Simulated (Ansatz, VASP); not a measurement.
# Si131Ge (amorphous Si) in two plane-wave programs, part 2 of 2

Wanted: the spread between two codes on one cell, functional and k mesh. Of the first pair: The structure shown is the start of the Ansatz relaxation below; VASP solves that cell, so the two are compared at the walk's first step.

VASP 6.6.1 and Ansatz 0.2.0.

So far. Step 3 (VASP: single point, PBE, start cell, pair 1): The run ends at a pressure of -0.20 GPa, with forces up to 0.55 eV/Å.

**5. Ansatz: relaxation, PBE**

Level of this step: Ansatz beside VASP: Kohn-Sham DFT, plane waves, PBE (Ansatz).

This run makes the geometry at which the two programs are then compared.

The structure compared here is the end of the Ansatz relaxation.

The input, input.yaml:

```yaml
crystal:
  lattice:
    - [13.9657, 0.0, 0.0]
    - [0.0, 13.9657, 0.0]
    - [0.0, 0.0, 13.9657]
  atoms:
    - { symbol: Si, position: [0.10312, 0.18653, 0.36539] }
    - { symbol: Si, position: [0.10274, 0.99833, 0.79225] }
    - { symbol: Si, position: [0.17448, 0.14294, 0.1443] }
    - { symbol: Si, position: [0.22539, 0.30309, 0.13637] }
[... 1 atom line left out ...]
    - { symbol: Si, position: [0.69641, 0.06802, 0.08533] }
[... 4 atom lines left out ...]
    - { symbol: Si, position: [0.70241, 0.07449, 0.90324] }
[... 3 atom lines left out ...]
    - { symbol: Si, position: [0.59838, 0.50446, 0.12502] }
    - { symbol: Si, position: [0.98146, 0.99093, 0.51603] }
[... 3 atom lines left out ...]
    - { symbol: Si, position: [0.03795, 0.87716, 0.18769] }
[... 3 atom lines left out ...]
    - { symbol: Si, position: [0.96441, 0.10814, 0.03764] }
[... 1 atom line left out ...]
    - { symbol: Si, position: [0.83281, 0.97255, 0.11555] }
    - { symbol: Si, position: [0.98681, 0.25318, 0.47979] }
[... 3 atom lines left out ...]
    - { symbol: Si, position: [0.98786, 0.14012, 0.60225] }
    - { symbol: Si, position: [0.91208, 0.2456, 0.95289] }
    - { symbol: Si, position: [0.86587, 0.039, 0.39978] }
[... 1 atom line left out ...]
    - { symbol: Si, position: [0.95976, 0.61885, 0.04563] }
[... 5 atom lines left out ...]
    - { symbol: Si, position: [0.66125, 0.24751, 0.88584] }
    - { symbol: Si, position: [0.10559, 0.37695, 0.48568] }
    - { symbol: Si, position: [0.02627, 0.12921, 0.22764] }
[... 3 atom lines left out ...]
    - { symbol: Si, position: [0.93198, 0.99289, 0.25009] }
[... 6 atom lines left out ...]
    - { symbol: Si, position: [0.80016, 0.5798, 0.28999] }
    - { symbol: Si, position: [0.62784, 0.27548, 0.2592] }
    - { symbol: Si, position: [0.74532, 0.96153, 0.48734] }
[... 5 atom lines left out ...]
    - { symbol: Si, position: [0.55835, 0.03015, 0.18298] }
[... 1 atom line left out ...]
    - { symbol: Si, position: [0.20257, 0.30812, 0.30252] }
[... 1 atom line left out ...]
    - { symbol: Si, position: [0.05046, 0.33513, 0.91078] }
[... 2 atom lines left out ...]
    - { symbol: Si, position: [0.50191, 0.38614, 0.20376] }
    - { symbol: Si, position: [0.5655, 0.13144, 0.3183] }
    - { symbol: Si, position: [0.71851, 0.3172, 0.39566] }
[... 6 atom lines left out ...]
    - { symbol: Si, position: [0.88988, 0.38713, 0.54365] }
    - { symbol: Si, position: [0.11146, 0.55799, 0.08417] }
[... 4 atom lines left out ...]
    - { symbol: Si, position: [0.97542, 0.38703, 0.1921] }
    - { symbol: Si, position: [0.87015, 0.51495, 0.14849] }
    - { symbol: Si, position: [0.13109, 0.57139, 0.25268] }
[... 2 atom lines left out ...]
    - { symbol: Si, position: [0.12787, 0.07927, 0.99608] }
[... 5 atom lines left out ...]
    - { symbol: Si, position: [0.3018, 0.59045, 0.27371] }
    - { symbol: Si, position: [0.20137, 0.07589, 0.44632] }
    - { symbol: Si, position: [0.08396, 0.42604, 0.3215] }
    - { symbol: Si, position: [0.7454, 0.21592, 0.15102] }
[... 11 atom lines left out ...]
    - { symbol: Si, position: [0.75592, 0.0308, 0.64468] }
[... 5 atom lines left out ...]
    - { symbol: Si, position: [0.29532, 0.73901, 0.35676] }
    - { symbol: Si, position: [0.85417, 0.21135, 0.38175] }
[... 7 atom lines left out ...]
    - { symbol: Si, position: [0.38273, 0.45671, 0.95134] }
[... 2 atom lines left out ...]
    - { symbol: Si, position: [0.53177, 0.86706, 0.2334] }
[... 1 atom line left out ...]
    - { symbol: Si, position: [0.62857, 0.02159, 0.75386] }
[... 1 atom line left out ...]
    - { symbol: Si, position: [0.28052, 0.37251, 0.71648] }
kpoints:
  mp_grid: { grid: [1, 1, 1] }
hamiltonian:
  xc: pbe
scf:
  occupations: { method: gaussian, width: 0.025 }
output:
  forces: true
  eigenvalues: true
relax:
  f_tol: 0.05
  max_steps: 90
```

Run with:

```
> ansatz run input.yaml --threads 4 --pin off --max-ram 8192MiB --backend cpu --events-out ev --progress --plain --runs-dir out
```

Numbers of over 12 decimals in the logs are rounded to 6 here.

The program printed:

```text
[...]
Crystal: 132 atoms, lattice volume = 2723.881 Å³
Basis set: ecut = 420 eV, 52971 PW (Γ), exchange–correlation on 192×192×192 points (8 copies of the dense FFT grid, shifted against one another)
Bands: 401, of which v1, the nominal top of the filled ones, is band 269 counted from 1 (268 counted from 0)
Symmetry: 1 space group operations
[...]
k-points: 1
[...]
SCF iter   1: F=—  HF=-87558.529245 eV  |F-HF|=—  |Δ(HF+E_count)|=         —  Δρ=3.16e-3  dr2=1.01e0  ethr=1.77e-3  ⟨swp⟩=6.0  Hψ=1848  notcnv=0  defer=64
[...]
- { symbol: Si, position: [0.954420, 0.866087, 0.626608] }
    - { symbol: Si, position: [0.987918, 0.140018, 0.602584] }
    - { symbol: Si, position: [0.911826, 0.245485, 0.952758] }
    - { symbol: Si, position: [0.865838, 0.038266, 0.400284] }
    - { symbol: Si, position: [0.863965, 0.736308, 0.317593] }
[...]
- { symbol: Ge, position: [0.897560, 0.241016, 0.220908] }
[...]
- { symbol: Si, position: [0.097391, 0.390050, 0.066730] }
    - { symbol: Si, position: [0.628444, 0.021322, 0.753837] }
    - { symbol: Si, position: [0.855757, 0.125606, 0.848999] }
    - { symbol: Si, position: [0.280467, 0.372511, 0.716576] }
```

**6. VASP: single point, PBE, relaxed cell, pair 2**

The same cell, functional, mesh and smearing now go to VASP, with its own data sets.

The input, INCAR:

```
SYSTEM = Si131Ge
PREC = Accurate
ENCUT = 410
EDIFF = 1E-06
NELM = 120
ISMEAR = 0
SIGMA = 0.025
LREAL = Auto
ALGO = Normal
GGA = PE
NBANDS = 361
LORBIT = 11
LWAVE = .FALSE.
LCHARG = .FALSE.
ISIF = 2
LASPH = .TRUE.
GGA_COMPAT = .FALSE.
EFERMI = MIDGAP
```

The input, POSCAR:

```
Si131Ge
1.0
   13.9657000000      0.0000000000      0.0000000000
    0.0000000000     13.9657000000      0.0000000000
    0.0000000000      0.0000000000     13.9657000000
Si Ge
131 1
Direct
    0.1033000000      0.1860800000      0.3653200000
    0.1028500000      0.9982900000      0.7925200000
    0.1750400000      0.1426100000      0.1440900000
    0.2255000000      0.3029300000      0.1363200000
[... 1 atom line left out ...]
    0.6956300000      0.0669800000      0.0848500000
[... 4 atom lines left out ...]
    0.7023200000      0.0743700000      0.9029600000
[... 3 atom lines left out ...]
    0.5983600000      0.5042500000      0.1250600000
    0.9815300000      0.9907300000      0.5164500000
[... 3 atom lines left out ...]
    0.0381300000      0.8769500000      0.1877200000
[... 3 atom lines left out ...]
    0.9644900000      0.1076300000      0.0368700000
[... 1 atom line left out ...]
    0.8327000000      0.9724400000      0.1156500000
    0.9871400000      0.2529900000      0.4801800000
[... 3 atom lines left out ...]
    0.9879200000      0.1400200000      0.6025800000
    0.9118300000      0.2454900000      0.9527600000
    0.8658400000      0.0382700000      0.4002800000
[... 1 atom line left out ...]
    0.9601900000      0.6193100000      0.0449300000
[... 5 atom lines left out ...]
    0.6612800000      0.2475600000      0.8849800000
    0.1056700000      0.3769800000      0.4859300000
    0.0276300000      0.1273400000      0.2278300000
[... 3 atom lines left out ...]
    0.9319400000      0.9922000000      0.2503900000
[... 6 atom lines left out ...]
    0.8001100000      0.5799700000      0.2899100000
    0.6267200000      0.2755200000      0.2595400000
    0.7452200000      0.9610200000      0.4876400000
[... 5 atom lines left out ...]
    0.5581200000      0.0298200000      0.1831200000
[... 1 atom line left out ...]
    0.2026200000      0.3078900000      0.3024800000
[... 1 atom line left out ...]
    0.0502100000      0.3351600000      0.9107100000
[... 2 atom lines left out ...]
    0.5014500000      0.3863400000      0.2038900000
    0.5652300000      0.1311200000      0.3184700000
    0.7178700000      0.3171400000      0.3959200000
[... 6 atom lines left out ...]
    0.8899200000      0.3872100000      0.5434800000
    0.1118100000      0.5584100000      0.0839800000
[... 4 atom lines left out ...]
    0.9772200000      0.3902400000      0.1917100000
    0.8702500000      0.5162000000      0.1479800000
    0.1316200000      0.5718400000      0.2526000000
[... 2 atom lines left out ...]
    0.1280500000      0.0792300000      0.9959200000
[... 5 atom lines left out ...]
    0.2014800000      0.0757600000      0.4465400000
    0.0850100000      0.4267000000      0.3219300000
    0.7417100000      0.2157700000      0.1494200000
    0.6350800000      0.3018700000      0.5417400000
[... 11 atom lines left out ...]
    0.7974500000      0.4665300000      0.4208700000
[... 5 atom lines left out ...]
    0.8530300000      0.2104700000      0.3850700000
    0.7587100000      0.3021700000      0.0114500000
[... 7 atom lines left out ...]
    0.7498900000      0.4650600000      0.0399800000
[... 2 atom lines left out ...]
    0.0973900000      0.3900500000      0.0667300000
[... 1 atom line left out ...]
    0.8557600000      0.1256100000      0.8490000000
[... 1 atom line left out ...]
    0.8975600000      0.2410200000      0.2209100000
```

The input, KPOINTS:

```
Automatic mesh
0
Gamma
1 1 1
0 0 0
```

The projector-augmented-wave data sets are Si and Ge_d (PBE family, release 64).

Run with:

```
> export OMP_NUM_THREADS=3
> mpirun -np 1 vasp_gam
```

The program printed:

```text
[... set-up lines as in an earlier step ...]
 entering main loop
       N       E                     dE             d eps       ncg     rms          rms(c)
DAV:   1     0.262712824082E+04    0.26271E+04   -0.19811E+05   730   0.115E+03
DAV:   2    -0.313504308270E+03   -0.29406E+04   -0.27350E+04   882   0.216E+02
DAV:   3    -0.681940615809E+03   -0.36844E+03   -0.35505E+03   883   0.829E+01
DAV:   4    -0.700356228014E+03   -0.18416E+02   -0.18043E+02   908   0.218E+01
[...]
DAV:  17    -0.687507937527E+03   -0.34051E-05   -0.20090E-06   620   0.195E-03    0.277E-03
DAV:  18    -0.687507939411E+03   -0.18841E-05   -0.11547E-06   508   0.139E-03    0.223E-03
DAV:  19    -0.687507939350E+03    0.61113E-07   -0.23107E-07   460   0.773E-04
   1 F= -.68750794E+03 E0= -.68750794E+03  d E =-.312556E-05
```

Parts of OUTCAR (step 6):

```text
  FREE ENERGIE OF THE ION-ELECTRON SYSTEM (eV)
  ---------------------------------------------------
  free  energy   TOTEN  =      -687.5079393503 eV

  energy  without entropy=     -687.5079362248  energy(sigma->0) =     -687.50793779
```

The run ends at a pressure of -0.22 GPa, with forces up to 0.036 eV/Å.

**7. Comparison**

The two programs side by side:

```csv
quantity,Ansatz,VASP,difference
gap on the k mesh (eV),0.151,0.151,0.000
```

At this near-relaxed geometry the largest component of a force difference is 7 meV/Å. A gap on the mesh is an upper bound, since the band edges may lie between its points.

**8. Outcome**

| Property | Result |
| --- | --- |
| r.m.s. force difference (single point, PBE, start cell, pair 1) | 2.4 meV/Å |
| difference in gap on the k mesh (single point, PBE, relaxed cell, pair 2) | -6.0e-5 eV |

In words: The r.m.s. force difference is 2.4 meV/Å (single point, PBE, start cell, pair 1), within the 12 meV/Å picked in this series as the mark of a large difference. How closely two codes agree says nothing of how well the functional describes the real material.

[Lines on the potential files, build, host, timing and source positions are cut from VASP's logs without a mark.]

[Logs are printed without paths, hosts, clocks, repeated set-up lines and the standing remarks that a program may print on its own settings, such as how far it seeks lower states.]

[Hosts, paths, dates, database ids (printed as entryN), source tags and the programs' standing remarks are cut or masked in the printed files.]
